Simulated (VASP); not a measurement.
```
AlTi
1.0
    2.82569     0.00000     0.00000
    0.00000     2.82569     0.00000
    0.00000     0.00000     4.06327
Ti Al
1 1
Cartesian
  0.00000   0.00000   0.00000
  1.41284   1.41284   2.03164
```

All values below come from PBE GGA, VASP's PBE PAW potentials (set 64) (plane waves; VASP). Settings: 500 eV cut-off, 13×13×9 Γ-centred mesh, first-order Methfessel-Paxton smearing of 0.10 eV, potentials Ti_sv Al.

### Question
Predict the energy per atom (σ→0), band gap (on the k-mesh) with the smallest direct gap where there is one.

### Answer

- band gap (on the k-mesh): none (metal, semimetal or under 0.01 eV)
- energy per atom (σ→0): -6.195 eV/atom

Total energies compare only between runs with the same potentials, cut-off and functional.

The compound is TiAl in the L1_0 structure. It was relaxed first. The electron count is odd and the run is not spin-polarised, which forces a metal.
